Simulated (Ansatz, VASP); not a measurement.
# W8F in two plane-wave programs

Wanted: the spread between two codes on one cell, functional and k mesh. Of the first pair: The structure shown is the start of the Ansatz relaxation below; VASP solves that cell, so the two are compared at the walk's first step.

Program: Ansatz 0.2.0. Level of theory: plane waves, with VASP 6.6.1 beside it; PBE. Results are calculated unless marked as measured.

### Step 1. The structure

The cell holds 9 atoms: 8 W and 1 F. Its edges and angles: a = 6.369 Å, b = 2.758 Å, c = 23.002 Å, α = 90.0°, β = 90.0°, γ = 54.7°. It derives from W. Vacuum lies along c.

### Step 2. Ansatz: relaxation, PBE

Ansatz runs on its PAW soft_1 files.

The two programs are compared at the cell with which this relaxation starts, whose forces are those of its first step.

Contents of input.yaml:

```yaml
crystal:
  lattice:
    - [6.3687169402, 0.0, 0.0]
    - [1.5921792351, 2.2516829784, 0.0]
    - [0.0, 0.0, 23.0017864838]
  atoms:
    - { symbol: W, position: [0.75, 0.0, 0.327539] }
    - { symbol: W, position: [0.25, 0.0, 0.327539] }
    - { symbol: W, position: [0.0, 0.0, 0.42543] }
    - { symbol: W, position: [0.5, 0.0, 0.42543] }
    - { symbol: W, position: [0.75, 0.0, 0.523322] }
    - { symbol: W, position: [0.25, 0.0, 0.523322] }
    - { symbol: W, position: [0.0, 0.0, 0.621213] }
    - { symbol: W, position: [0.5, 0.0, 0.621213] }
    - { symbol: F, position: [0.1875, 0.25, 0.672461] }
  periodic: [true, true, false]
kpoints:
  mp_grid: { grid: [6, 12, 1] }
hamiltonian:
  xc: pbe
  pseudopotentials: { kind: paw, azcp: { folder: soft_1 } }
scf:
  occupations: { method: methfessel_paxton, width: 0.15 }
output:
  forces: true
  eigenvalues: true
relax:
  adjacent_minimum: "off"
  f_tol: 0.003
  max_steps: 120
  constraints: [{ sites: [0, 1, 2, 3] }]
```

Run with:

```
ansatz run input.yaml --threads 8 --pin off --max-ram 20480MiB --backend cpu --events-out ev --progress --plain --runs-dir out
```

Numbers of over 12 decimals in the logs are rounded to 6 here.

What it wrote:

```text
Warning: crystal.periodic: the lattice vector that does not repeat stood 0.000° off the slab's normal, 23.002 Å along it as the deck builds it. The run solves the slab on a vector along the normal, 39.668 Å long, with every atom where it was (on the deck's vector they left 15.07 Å outside them, and the widest stretch free of ions among them is 2.25 Å). A fractional position that the run reports is one of the run's ce [...]
The last accepted step is kept in <dir> (removed where the run ends without a failure and the disk answers)
crystal.periodic: the lattice vector that does not repeat stood 0.000° off the slab's normal, 23.002 Å along it as the deck builds it. The run solves the slab on a vector along the normal, 39.668 Å long, with every atom where it was (on the deck's vector they left 15.07 Å outside them, and the widest stretch free of ions among them is 2.25 Å). A fractional position that the run reports is one of the run's cell, which [...]
Engine: ansatz 0.2.0, aarch64-unknown-linux-gnu
Pseudopotentials: kind: paw
Pseudopotential: W, paw, valence charge 14, recommended cutoff 420 eV (normal), soft_1/W.paw.azcp
Pseudopotential: F, paw, valence charge 7, recommended cutoff 420 eV (normal), soft_1/F.paw.azcp
Functional definition: PBE
  parameter kappa = 0.804
  parameter beta = 0.066725
  exchange = pbe_x(kappa = kappa, mu = beta*pi^2/3)
  correlation = pbe_c(beta = beta)
Crystal: 9 atoms, lattice volume = 568.847 Å³
Basis set: ecut = 420 eV, 11169 PW (Γ), exchange–correlation on 90×40×540 points (8 copies of the dense FFT grid, shifted against one another)
Bands: 72, of which v1, the nominal top of the filled ones, is band 60 counted from 1 (59 counted from 0)
Symmetry: 1 space group operations
Space group: P1 (ITA 1), of the structure as read, at distance tolerance 8.3e-5 Å
k-points: 38 of 72 (time reversal used)
Non-local potential: W, projectors of the file, l = 0: 3, l = 1: 2, l = 2: 2, l = 3: 1
Non-local potential: F, projectors of the file, l = 0: 2, l = 1: 2, l = 2: 1
PAW form: soft (Blöchl's): semilocal exchange-correlation on the pseudo side does not see the compensation charge
PAW one-centre angular grid: W, 590 points (default); XC on 64 Gauss nodes
PAW one-centre angular grid: F, 110 points (default); XC on 64 Gauss nodes
Initial density: superposition of atomic densities (neutral atoms: chi_scale 0, normalization atom)
Initial wavefunctions: pseudopotential atomic-orbital guess
[...]
SCF iter   5: F=—  HF=-83890.856945 eV  |F-HF|=—  |Δ(HF+E_count)|=   1.40e-5  S|Δr|=    0.00e0  Δρ=4.19e-5  dr2=3.00e-5  ethr=1.96e-7  ⟨swp⟩=3.4  Hψ=5734  notcnv=0  defer=174
SCF iter   6: F=—  HF=-83890.856885 eV  |F-HF|=—  |Δ(HF+E_count)|=   6.06e-5  S|Δr|=    0.00e0  Δρ=1.12e-5  dr2=1.22e-6  ethr=2.52e-8  ⟨swp⟩=3.8  Hψ=5882  notcnv=0  defer=174
SCF iter   7: F=-83890.856886 eV  HF=-83890.856886 eV  |F-HF|=3.10e-7  |Δ(HF+E_count)|=   9.28e-7  S|Δr|=    0.00e0  Δρ=4.11e-6  dr2=8.83e-8  ethr=8.40e-11  ⟨swp⟩=20.0  Hψ=22274  notcnv=0
SCF 14 converged in 7 iterations: F = -83890.856886 eV  dr2 = 8.83e-8
relax step  14: F+E_penalty+E_count = -83890.85688597 eV  Δ(F+E_penalty+E_count) = -1.035e-2 eV  max|allowed force component| = 2.169e-2 eV/Å  Δτ_max = 0.0543 Å  (7 SCF iters, dr2 threshold 1.00e-7 eV, accepted)
[...]
relax step  15: F+E_penalty+E_count = -83890.85699487 eV  Δ(F+E_penalty+E_count) = -1.089e-4 eV  max|allowed force component| = 3.588e-3 eV/Å  Δτ_max = 0.0101 Å  (5 SCF iters, dr2 threshold 2.94e-8 eV, accepted)
[...]
relax step  16: F+E_penalty+E_count = -83890.85699908 eV  Δ(F+E_penalty+E_count) = -4.214e-6 eV  max|allowed force component| = 3.923e-4 eV/Å  Δτ_max = 0.0027 Å  (5 SCF iters, accepted)
SCF converged after 5 iterations
Stability not checked: this state was not tested for a lower state beside it, because cold or Methfessel-Paxton smearing, or corrected tetrahedra, fill the levels in a way that the test cannot read (fill_not_monotonic; see scf.lower_state_search)
Free energy (F): -83890.856999 eV
Harris-Foulkes:  -83890.856999 eV  (|F-HF|=1.44e-8)
Internal energy: -83890.853828 eV  (E = F + TS)
E sigma→0 (E₀):  -83890.856206 eV
Entropy (-TS):   -0.003171 eV (-0.352 meV/atom)
Fermi energy:    -5.131008 eV
Step filling:    the computed levels leave a gap of 0.0079 eV = 0.1 smearing widths at the electron count; against every level under it full and every level over it empty, smearing changes F+E_penalty+E_count by -3.200 meV and its σ→0 estimate by -2.407 meV
--- Per-component energies (eV) ---
  E_band       = -3866.648668
  E_kinetic    = 3555.229439
  E_local      = -611215.094205  (includes V_loc(G=0)·N_el)
  E_nonlocal   = -114.105455
  E_hartree    = 303607.601582
  E_xc         = -2209.221372
  E_vxc        = -1936.996416  (∫ρ·V_xc dr)
  E_paw        = -68826.369102  (= ΣΔE_a)
  E_vpaw       = -1370.885790  (= ΣTr[D̂ρ^β])
  E_aug_tail   = 0.001859  (compensation charges beyond the density's cutoff)
  E_ewald      = 291311.103427
  E_smearing   = -0.003171  (= −TS)
  E_closure    = -0.000000  (closes the sum)
  Σ components = -83890.856999   (vs F -83890.856999, Δ=0.00e0)
--- Forces (eV/Å), atoms counted from 1 ---
  atom   1  W     -0.00000324    -0.00000807     0.63387406
  atom   2  W      0.00006058     0.00007049     0.58378367
  atom   3  W     -0.00712525     0.05368380    -0.60880995
  atom   4  W      0.00692760    -0.05402360    -0.60891472
  atom   5  W     -0.00020493    -0.00009099     0.00011437
  atom   6  W      0.00012902    -0.00013511    -0.00009448
  atom   7  W     -0.00032585     0.00015580     0.00019139
  atom   8  W      0.00039234     0.00005317     0.00009112
  atom   9  F      0.00016575     0.00029677    -0.00024040
  max |Σ_I F_I| component: 1.60e-5 eV/Å
--- Band table (eV; the first three rows and the last of 38) ---
  k-point 0: bands = [... 56 lower, -6.1460, -5.9099, -5.2670, -4.4949, -4.4347, -4.3774, -3.6113, -3.3616, ... 8 higher]
  k-point 1: bands = [... 56 lower, -6.1892, -6.0385, -5.7056, -5.2658, -4.8557, -4.5305, -4.3896, -4.1376, ... 8 higher]
  k-point 2: bands = [... 56 lower, -6.1926, -6.0820, -5.8555, -5.7194, -5.4592, -5.3688, -5.1507, -4.8866, ... 8 higher]
  k-point 37: bands = [... 56 lower, -6.0304, -6.0074, -5.5874, -5.5380, -5.1115, -4.7713, -4.5115, -3.9402, ... 8 higher]
--- Relaxed structure (16 steps of the walk, 15 accepted, 0 SCFs on fresh bases) ---
  F+E_penalty+E_count = -83890.85699908 eV   max|allowed force component| = 3.923e-4 eV/Å
  cell:  # Å, volume = 568.8472 Å³
    - [6.3687169402, 0.0, 0.0]
    - [1.5921792351, 2.2516829784, 0.0]
    - [0.0, 0.0, 39.667644]
  atoms:
    - { symbol: W, position: [0.75, 0.0, 0.189928] }
    - { symbol: W, position: [0.25, 0.0, 0.189928] }
    - { symbol: W, position: [0.0, 0.0, 0.246691] }
    - { symbol: W, position: [0.5, 0.0, 0.246691] }
    - { symbol: W, position: [0.750004, -1.894172021973302e-5, 0.303302] }
    - { symbol: W, position: [0.250004, -2.7752468357605873e-5, 0.303744] }
    - { symbol: W, position: [-0.00623119, 0.00179328, 0.358338] }
    - { symbol: W, position: [0.506234, -0.00191931, 0.358339] }
    - { symbol: F, position: [0.249987, 0.499768, 0.399310] }
```

### Step 3. VASP: single point, PBE, start cell, pair 1

The same cell, functional, mesh and smearing now go to VASP, with its own data sets.

Lines of VASP's logs that name or quote its potential files are left out, and so is its time.

Contents of INCAR:

```
SYSTEM = W8F
PREC = Accurate
ENCUT = 520
EDIFF = 1E-06
NELM = 120
ISMEAR = 1
SIGMA = 0.15
LREAL = .FALSE.
ALGO = Normal
GGA = PE
NBANDS = 36
LASPH = .TRUE.
LORBIT = 11
LWAVE = .FALSE.
LCHARG = .FALSE.
ISIF = 2
LDIPOL = .TRUE.
IDIPOL = 3
DIPOL = 0.5 0.5 0.497
LVHAR = .TRUE.
GGA_COMPAT = .FALSE.
NELMDL = -8
KPAR = 2
```

Contents of POSCAR:

```
W8F
1.0
    6.3687169402      0.0000000000      0.0000000000
    1.5921792351      2.2516829784      0.0000000000
    0.0000000000      0.0000000000     23.0017864838
W F
8 1
Direct
    0.7500000463      0.0000000000      0.3275389938
    0.2499999631      0.0000000000      0.3275389938
    0.0000000000      0.0000000000      0.4254299990
    0.4999999262      0.0000000000      0.4254299990
    0.7500000463      0.0000000000      0.5233220041
    0.2499999631      0.0000000000      0.5233220041
    0.0000000000      0.0000000000      0.6212130093
    0.4999999262      0.0000000000      0.6212130093
    0.1874999347      0.2500001134      0.6724609852
```

Contents of KPOINTS:

```
Automatic mesh
0
Gamma
6 12 1
0 0 0
```

Potentials, in the order of the species: W and F (PBE family, release 64).

Run with:

```
mpirun -np 2 vasp_std
```

What it wrote:

```text
[banner, memory and clock lines left out]
running    2 mpi-ranks, on    1 nodes
 distrk:  each k-point on    1 cores,    2 groups
 distr:  one band on    1 cores,    1 groups

 POSCAR found type information on POSCAR W F
 POSCAR found :  2 types and       9 ions
 LDA part: xc-table for (Slater+PW92), standard interpolation
|                                                                             |
|           W    W    AA    RRRRR   N    N  II  N    N   GGGG   !!!           |
|           W    W   A  A   R    R  NN   N  II  NN   N  G    G  !!!           |
|           W    W  A    A  R    R  N N  N  II  N N  N  G       !!!           |
|           W WW W  AAAAAA  RRRRR   N  N N  II  N  N N  G  GGG   !            |
|           WW  WW  A    A  R   R   N   NN  II  N   NN  G    G                |
|           W    W  A    A  R    R  N    N  II  N    N   GGGG   !!!           |
|                                                                             |
|     Your reciprocal lattice and k-lattice belong to different lattice       |
|     classes:                                                                |
|                                                                             |
|        The reciprocal lattice is simple monoclinic,                         |
|        whereas your k-lattice is base centered orthorhombic.                |
|                                                                             |
|     Results are often still useful ...                                      |
|                                                                             |

 POSCAR, INCAR and KPOINTS ok, starting setup
 FFT: planning ... GRIDC
 FFT: planning ... GRID_SOFT
 FFT: planning ... GRID
 WAVECAR not read
 entering main loop
       N       E                     dE             d eps       ncg     rms          rms(c)
DAV:   1     0.330590646216E+03    0.33059E+03   -0.21605E+04  2736   0.123E+03
DAV:   2    -0.680913662776E+02   -0.39868E+03   -0.38468E+03  3968   0.294E+02
DAV:   3    -0.107576716253E+03   -0.39485E+02   -0.38530E+02  3260   0.900E+01
DAV:   4    -0.109874761515E+03   -0.22980E+01   -0.22423E+01  4400   0.187E+01
DAV:   5    -0.109947220479E+03   -0.72459E-01   -0.71216E-01  4208   0.327E+00
DAV:   6    -0.109950113568E+03   -0.28931E-02   -0.28450E-02  4456   0.513E-01
DAV:   7    -0.109950279926E+03   -0.16636E-03   -0.16528E-03  4296   0.931E-02
DAV:   8    -0.109950289003E+03   -0.90774E-05   -0.90348E-05  4264   0.181E-02    0.539E+01
DAV:   9    -0.117470602140E+03   -0.75203E+01   -0.96158E+01  4808   0.340E+01    0.307E+01
DAV:  10    -0.394849073152E+03   -0.27738E+03   -0.34426E+03  5348   0.158E+02    0.814E+01
DAV:  11    -0.136575667840E+03    0.25827E+03   -0.11965E+03  4400   0.107E+02    0.276E+01
DAV:  12    -0.100036028178E+03    0.36540E+02   -0.34073E+02  4272   0.634E+01    0.119E+01
DAV:  13    -0.102924506449E+03   -0.28885E+01   -0.66638E+01  4160   0.275E+01    0.787E+00
DAV:  14    -0.103342278159E+03   -0.41777E+00   -0.85585E+00  4192   0.104E+01    0.705E+00
[...]
DAV:  36    -0.102819527305E+03   -0.43100E-04   -0.10099E-05  3520   0.110E-02    0.104E-02
DAV:  37    -0.102819560334E+03   -0.33029E-04   -0.44231E-06  2448   0.629E-03    0.861E-03
DAV:  38    -0.102819572534E+03   -0.12201E-04   -0.20264E-06  2328   0.521E-03    0.763E-03
DAV:  39    -0.102819577251E+03   -0.47169E-05   -0.41865E-07  1824   0.366E-03    0.478E-03
DAV:  40    -0.102819582155E+03   -0.49038E-05   -0.13092E-06  2100   0.520E-03    0.685E-03
DAV:  41    -0.102819584047E+03   -0.18920E-05   -0.50584E-07  1824   0.406E-03    0.271E-03
DAV:  42    -0.102819585485E+03   -0.14381E-05   -0.59891E-07  1904   0.308E-03    0.187E-03
DAV:  43    -0.102819586209E+03   -0.72336E-06   -0.30648E-07  1768   0.251E-03
   1 F= -.10281959E+03 E0= -.10281954E+03  d E =-.138741E-03
```

OUTCAR, selected parts (step 3):

```text
ion  position               nearest neighbor table
   1  0.750  0.000  0.328-   3 2.76   4 2.76   2 2.76   2 2.76   3 3.18   4 3.18   2 3.18   2 3.18

  LATTYP: Found a simple monoclinic cell.
 ALAT       =     2.7577365632
 B/A-ratio  =     8.3408207988
 C/A-ratio  =     1.9148535927
 COS(beta)  =    -0.1740770898

 Subroutine GETGRP returns: Found  1 space group operations
 (whereof  1 operations were pure point group operations)

The static configuration has the point symmetry C_1 .

 Found     38 irreducible k-points:

   k-points           NKPTS =     38   k-points in BZ     NKDIM =     38   number of bands    NBANDS=     36

   dimension x,y,z NGX =    48 NGY =   24 NGZ =  180
   dimension x,y,z NGXF=    96 NGYF=   48 NGZF=  360

   ENCUT  =  520.0 eV  38.22 Ry    6.18 a.u.  11.84  5.13 42.77*2*pi/ulx,y,z

   NELECT =      55.0000    total number of electrons

 k-points in reciprocal lattice and weights: Automatic mesh
   0.00000000  0.00000000  0.00000000       0.014
   0.16666667  0.00000000  0.00000000       0.028
   0.33333333 -0.00000000  0.00000000       0.028
   0.50000000 -0.00000000  0.00000000       0.014
   0.00000000  0.08333333  0.00000000       0.028
   0.16666667  0.08333333  0.00000000       0.028
   0.33333333  0.08333333  0.00000000       0.028
   0.50000000  0.08333333  0.00000000       0.028
  -0.33333333  0.08333333  0.00000000       0.028
[...]
0.33333333  0.50000000  0.00000000       0.028
   0.50000000  0.50000000  0.00000000       0.014

 dipolmoment           0.000000      0.000000     -0.080333 electrons x Angstroem

 average (electrostatic) potential at core
       1 -45.0851       2 -45.0664       3 -45.1941       4 -45.1941       5 -45.2157
       6 -45.2587       7 -45.7425       8 -45.4328       9 -83.1843

 E-fermi :   0.6629

 k-point     1 :       0.0000    0.0000    0.0000
  band No.  band energies     occupation
    ...
     23      -0.7297      2.00000
     24      -0.6287      2.00000
     25      -0.5693      2.00000
     26      -0.0806      2.00000
     27       0.3882      2.02650
     28       1.1134     -0.00018
     29       1.2744     -0.00000
     30       1.4596     -0.00000
     31       2.0580     -0.00000
     32       2.3377     -0.00000
    ...

 k-point     2 :       0.1667    0.0000    0.0000
  band No.  band energies     occupation
    ...
     24      -0.7373      2.00000
     25      -0.4878      2.00000
     26      -0.1111      2.00000
     27       0.3073      2.00405
     28       0.6378      1.27853
     29       0.8256     -0.06365
     30       1.6187     -0.00000
     31       1.8741     -0.00000
     32       2.1931     -0.00000
     33       2.2076     -0.00000
    ...

 k-point     3 :       0.3333   -0.0000    0.0000
  band No.  band energies     occupation
    ...
     24      -1.0549      2.00000
     25      -0.7193      2.00000
     26      -0.3105      2.00000
     27      -0.2472      2.00000
     28       0.2886      2.00236
     29       0.7317      0.30651
     30       1.5880     -0.00000
     31       1.9401     -0.00000
     32       2.0128     -0.00000
     33       2.1307     -0.00000
    ...

  Total      -10.1648230     -5.8889326     -2.4169110     -0.4808229     -0.3219167      0.2864571
  in kB      -49.3730146    -28.6039762    -11.7395240     -2.3354736     -1.5636279      1.3913918
  external PRESSURE =     -29.9055050 kB  Pullay stress =       0.0000000 kB

  energy-cutoff  :      520.00
  volume of cell :      329.85
      direct lattice vectors                 reciprocal lattice vectors
     6.368716940  0.000000000  0.000000000     0.157017498 -0.111028063  0.000000000
     1.592179235  2.251682978  0.000000000     0.000000000  0.444112253  0.000000000
     0.000000000  0.000000000 23.001786484     0.000000000  0.000000000  0.043474884

 POSITION                                       TOTAL-FORCE (eV/Angst)
 -----------------------------------------------------------------------------------
      4.77654      0.00000      7.53398        -0.044042      0.035114      0.838217
      1.59218      0.00000      7.53398         0.014404      0.013404      0.789038
      0.00000      0.00000      9.78565         0.011657     -0.051775     -0.645858
      3.18436      0.00000      9.78565         0.029809      0.085569     -0.741632
      4.77654      0.00000     12.03734         0.042401      0.106715      0.421508
      1.59218      0.00000     12.03734        -0.049936      0.170562      0.610931
      0.00000      0.00000     14.28901        -2.385266      1.428991     -3.029245
      3.18436      0.00000     14.28901         2.163965     -2.452787     -2.285632
      1.59218      0.56292     15.46780         0.217009      0.664207      4.042672
 -----------------------------------------------------------------------------------
    total drift:                               -0.000000     -0.000237     -0.000982

  FREE ENERGIE OF THE ION-ELECTRON SYSTEM (eV)
  ---------------------------------------------------
  free  energy   TOTEN  =      -102.8195862087 eV

  energy  without entropy=     -102.8194474680  energy(sigma->0) =     -102.81953996

 vacuum level on the upper side and lower side of the slab         4.554         5.568

 total charge
# of ion       s       p       d       tot
------------------------------------------
    1        0.666   0.513   3.999   5.178
    2        0.666   0.513   4.004   5.182
    3        0.666   0.683   4.129   5.478
    4        0.666   0.685   4.128   5.479
    5        0.667   0.685   4.134   5.485
    6        0.664   0.687   4.129   5.480
    7        0.619   0.619   4.179   5.416
    8        0.650   0.581   4.095   5.326
    9        1.747   4.382   0.000   6.129
--------------------------------------------------
tot          7.011   9.348  32.795  49.153

[... 3 further parts left out ...]
```

This run has no spin polarisation, so a moment on W, if there is one, isn't seen. Its electron count is odd, so without a moment it is a metal by construction.

### Step 4. Side by side

Known differences besides the potentials themselves: Ansatz cuts the interaction across the vacuum, VASP repeats the sheet with a dipole correction (LDIPOL); the data sets hold 119 valence electrons in Ansatz (on its PAW soft_1 files) and 55 in VASP; the cutoff is 420 eV in Ansatz and 520 eV in VASP. Total energies have different zeros and are not compared.

Forces (eV/Å; atoms numbered as in POSCAR):

| atom | Ansatz x, y, z | VASP x, y, z |
| --- | --- | --- |
| W1 | -0.045, 0.035, 0.666 | -0.044, 0.035, 0.838 |
| W2 | 0.015, 0.014, 0.616 | 0.014, 0.013, 0.789 |
| W3 | 0.012, -0.051, -0.626 | 0.012, -0.052, -0.646 |
| W4 | 0.030, 0.086, -0.723 | 0.030, 0.086, -0.742 |
| W5 | 0.041, 0.112, 0.400 | 0.042, 0.107, 0.422 |
| W6 | -0.050, 0.170, 0.607 | -0.050, 0.171, 0.611 |
| W7 | -2.336, 1.380, -2.832 | -2.385, 1.429, -3.029 |
| W8 | 2.115, -2.416, -2.101 | 2.164, -2.453, -2.286 |
| F9 | 0.217, 0.670, 3.993 | 0.217, 0.664, 4.043 |

The forces differ by 73 meV/Å r.m.s., which is 5.3 % of the r.m.s. force of 1.395 eV/Å (both taken over all components). Where the cell holds vacuum, a pressure given here is an average over it and none of the material.

[end of part 1 of 2]

[Lines on the potential files, build, host, timing and source positions are cut from VASP's logs without a mark.]

[Logs are printed without paths, hosts, clocks, repeated set-up lines and the standing remarks that a program may print on its own settings, such as how far it seeks lower states.]

[Hosts, paths, dates, database ids (printed as entryN), source tags and the programs' standing remarks are cut or masked in the printed files.]
